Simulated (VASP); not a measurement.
Output of a VASP run:

### OUTCAR
```
 ion  position               nearest neighbor table
   1  0.750  0.250  0.500-   4 1.94   5 1.94   4 1.94   5 1.94   3 1.99   6 1.99
   2  0.000  0.000  0.000-   3 1.94   6 1.94   3 1.94   6 1.94   5 1.99   4 1.99
   3  0.542  0.042  0.500-   2 1.94   2 1.94   1 1.99
   4  0.792  0.792  0.000-   1 1.94   1 1.94   2 1.99
   5  0.208  0.208  0.000-   1 1.94   1 1.94   2 1.99
   6  0.958  0.458  0.500-   2 1.94   2 1.94   1 1.99
  LATTYP: Found a body centered tetragonal cell.
 ALAT       =     3.7974472280
 C/A-ratio  =     2.5213389307
 Subroutine PRICEL returns:
 Original cell was already a primitive cell.
 Subroutine GETGRP returns: Found 16 space group operations
The static configuration has the point symmetry D_2d.
 The point group associated with its full space group is D_4h.
The dynamic configuration has the point symmetry D_2d.
 Subroutine INISYM returns: Found 16 space group operations
 Subroutine IBZKPT returns following result:
 Found     75 irreducible k-points:

 Following reciprocal coordinates:
            Coordinates               Weight
  0.000000  0.000000  0.000000      1.000000
  0.111111  0.000000 -0.000000      8.000000
  0.222222  0.000000 -0.000000      8.000000
  0.333333  0.000000 -0.000000      8.000000
  0.444444  0.000000 -0.000000      8.000000
  0.111111  0.111111 -0.000000      8.000000
  0.222222  0.111111 -0.000000     16.000000
  0.333333  0.111111 -0.000000     16.000000
  0.444444  0.111111 -0.000000     16.000000
 -0.444444  0.111111  0.000000     16.000000
 -0.333333  0.111111  0.000000     16.000000
 -0.222222  0.111111  0.000000     16.000000
 -0.111111  0.111111  0.000000      4.000000
  0.222222  0.222222 -0.000000      8.000000
  0.333333  0.222222 -0.000000     16.000000
  0.444444  0.222222  0.000000     16.000000
 -0.444444  0.222222  0.000000     16.000000
 -0.333333  0.222222  0.000000     16.000000
 -0.222222  0.222222  0.000000      4.000000
  0.333333  0.333333 -0.000000      8.000000
  0.444444  0.333333 -0.000000     16.000000
 -0.444444  0.333333 -0.000000     16.000000
 -0.333333  0.333333  0.000000      4.000000
  0.444444  0.444444 -0.000000      8.000000
 -0.444444  0.444444  0.000000      4.000000
  0.111111  0.111111  0.111111      8.000000
  0.222222  0.111111  0.111111     16.000000
  0.333333  0.111111  0.111111     16.000000
 -0.111111  0.111111  0.111111      4.000000
  0.222222  0.222222  0.111111      8.000000
  0.333333  0.222222  0.111111     16.000000
  0.444444  0.222222  0.111111     16.000000
 -0.444444  0.222222  0.111111      8.000000
 -0.222222  0.222222  0.111111      8.000000
 -0.111111  0.222222  0.111111      8.000000
  0.333333  0.333333  0.111111      8.000000
  0.444444  0.333333  0.111111      8.000000
 -0.333333  0.333333  0.111111      8.000000
 -0.222222  0.333333  0.111111     16.000000
 -0.111111  0.333333  0.111111      8.000000
   k-points           NKPTS =     75   k-points in BZ     NKDIM =     75   number of bands    NBANDS=     28
   number of dos      NEDOS =    601   number of ions     NIONS =      6
   total plane-waves  NPLWV =  74088
   dimension x,y,z NGX =    42 NGY =   42 NGZ =   42
   dimension x,y,z NGXF=    84 NGYF=   84 NGZF=   84
   ions per type =               2   4
   PREC   = accura    normal or accurate (medium, high low for compatibility)
   ISTART =      0    job   : 0-new  1-cont  2-samecut
   ICHARG =      2    charge: 1-file 2-atom 10-const
   ISPIN  =      1    spin polarized calculation?
   LNONCOLLINEAR =      F non collinear calculations
   LSORBIT =      F    spin-orbit coupling
   INIWAV =      1    electr: 0-lowe 1-rand  2-diag
   ENCUT  =  520.0 eV  38.22 Ry    6.18 a.u.  10.21 10.21 10.21*2*pi/ulx,y,z
   NELM   =    100;   NELMIN=  2; NELMDL= -5     # of ELM steps
   EDIFF  = 0.1E-06   stopping-criterion for ELM
   LREAL  =      F    real-space projection
   NLSPLINE    = F    spline interpolate recip. space projectors
...
```

OSZICAR:
```
       N       E                     dE             d eps       ncg     rms          rms(c)
DAV:   1     0.694401724520E+03    0.69440E+03   -0.24972E+04  4200   0.199E+03
DAV:   2     0.561625713549E+02   -0.63824E+03   -0.61658E+03  4600   0.575E+02
DAV:   3    -0.558242759389E+02   -0.11199E+03   -0.11045E+03  6404   0.216E+02
DAV:   4    -0.609357661624E+02   -0.51115E+01   -0.51068E+01  5756   0.486E+01
DAV:   5    -0.611624027935E+02   -0.22664E+00   -0.22659E+00  5856   0.815E+00    0.326E+01
DAV:   6    -0.444010820199E+02    0.16761E+02   -0.12253E+02  5432   0.104E+02    0.123E+01
DAV:   7    -0.438795936937E+02    0.52149E+00   -0.18082E+01  5460   0.335E+01    0.804E+00
DAV:   8    -0.439071693365E+02   -0.27576E-01   -0.42302E+00  5348   0.193E+01    0.400E+00
DAV:   9    -0.437372579022E+02    0.16991E+00   -0.15463E+00  5644   0.110E+01    0.103E+00
DAV:  10    -0.437463893518E+02   -0.91314E-02   -0.96397E-02  4932   0.245E+00    0.297E-01
DAV:  11    -0.437448594984E+02    0.15299E-02   -0.11149E-02  4944   0.685E-01    0.644E-02
DAV:  12    -0.437449765565E+02   -0.11706E-03   -0.10429E-03  6124   0.306E-01    0.910E-02
DAV:  13    -0.437449078738E+02    0.68683E-04   -0.45289E-04  5896   0.182E-01    0.124E-02
DAV:  14    -0.437449092589E+02   -0.13852E-05   -0.15826E-05  5392   0.320E-02    0.394E-03
DAV:  15    -0.437449094906E+02   -0.23164E-06   -0.99554E-07  5720   0.884E-03    0.294E-03
DAV:  16    -0.437449094083E+02    0.82299E-07   -0.58276E-07  4924   0.718E-03
   1 F= -.43744909E+02 E0= -.43744909E+02  d E =0.000000E+00
```

OUTCAR:
```
------------------------ aborting loop because EDIFF is reached ----------------------------------------
  FORCE on cell =-STRESS in cart. coord.  units (eV):
  Direction    XX          YY          ZZ          XY          YZ          ZX
  --------------------------------------------------------------------------------------
  Total        0.0187711      0.0187711      0.0669860      0.0000000      0.0000000      0.0000000
  in kB        0.4356350      0.4356350      1.5545977      0.0000000      0.0000000      0.0000000
  external PRESSURE =       0.8086226 kB  Pullay stress =       0.0000000 kB
  volume of cell :       69.04
      direct lattice vectors                 reciprocal lattice vectors
    -1.898723614  1.898723614  4.787325767     0.000000000  0.263334798  0.104442443
     1.898723614 -1.898723614  4.787325767     0.263334798  0.000000000  0.104442443
     1.898723614  1.898723614 -4.787325767     0.263334798  0.263334798  0.000000000
 POSITION                                       TOTAL-FORCE (eV/Angst)
 -----------------------------------------------------------------------------------
     -0.00000      1.89872      2.39366         0.000000      0.000000     -0.000000
      0.00000      0.00000      0.00000         0.000000      0.000000     -0.000000
     -0.00000      1.89872      0.40020        -0.000000     -0.000000     -0.001606
      0.00000      0.00000      7.58119         0.000000      0.000000     -0.001606
      0.00000      0.00000      1.99346        -0.000000     -0.000000      0.001606
      0.00000      1.89872      4.38712        -0.000000     -0.000000      0.001606
 -----------------------------------------------------------------------------------
    total drift:                                0.000000     -0.000000      0.000000
  FREE ENERGIE OF THE ION-ELECTRON SYSTEM (eV)
  ---------------------------------------------------
  free  energy   TOTEN  =       -43.7449094083 eV

  energy  without entropy=      -43.7449094083  energy(sigma->0) =      -43.74490941

 total charge

# of ion       s       p       d       tot
------------------------------------------
    1        2.219   6.292   1.741  10.252
    2        2.219   6.292   1.741  10.252
    3        1.566   3.494   0.000   5.060
    4        1.566   3.494   0.000   5.060
    5        1.566   3.494   0.000   5.060
    6        1.566   3.494   0.000   5.060
--------------------------------------------------
tot         10.703  26.559   3.481  40.743

 Electric field gradients after diagonalization (V/A^2)
 (convention: |V_zz| > |V_xx| > |V_yy|)
----------------------------------------------------------------------
 ion       V_xx      V_yy      V_zz     asymmetry (V_yy - V_xx)/ V_zz
----------------------------------------------------------------------
   1      -5.725    -5.724    11.449       0.000
   2      -5.725    -5.724    11.449       0.000
   3      -9.528    -5.250    14.778       0.289
   4      -9.528    -5.250    14.778       0.289
   5      -9.528    -5.250    14.778       0.289
   6      -9.528    -5.250    14.778       0.289
```
(Selected blocks of OUTCAR.)

**POSCAR**
```
TiO2
1
   -1.8987236140     1.8987236140     4.7873257667
    1.8987236140    -1.8987236140     4.7873257667
    1.8987236140     1.8987236140    -4.7873257667
Ti O
2 4
Direct
  0.7500000000   0.2500000000   0.5000000000
  1.0000000000   1.0000000000   0.0000000000
  0.5417980668   0.0417980668   0.5000000000
  0.7917980668   0.7917980668   0.0000000000
  0.2082019332   0.2082019332   1.0000000000
  0.9582019332   0.4582019332   0.5000000000
```

Reconstruct the remaining input files.

One answer among several that fit: the input of the run itself, rev-vdW-DF2, plane waves, VASP's PBE PAW potentials (set 64).

**INCAR**
```
LMAXMIX  =  4
PARAM2  =  0.7114
LORBIT  =  11   # lm-projected
EDIFF  =  1E-7   # SCF stop (eV)
LREAL  =  F   # projection in real space or not
LUSE_VDW  =  T
NELM  =  100
PARAM1  =  0.1234568
ISMEAR  =  -5
ISIF  =  2
LEFG  =  T
LWAVE  =  F
NEDOS  =  601
SYSTEM  =  TiO2
LCHARG  =  T
ALGO  =  Normal
ENCUT  =  520   # plane-wave cut-off (eV)
LASPH  =  T
AGGAC  =  0.0
ZAB_VDW  =  -1.8867
PREC  =  Accurate
GGA  =  MK
```

KPOINTS:
```
Regular mesh
0
Gamma
 9 9 9
0 0 0
```

POTCAR, in this order: Ti_sv O (PBE.64 set). Program: vasp_std.

The compound is TiO2 in the anatase structure, one of several forms; rutile is the usual stable one. It was relaxed first.
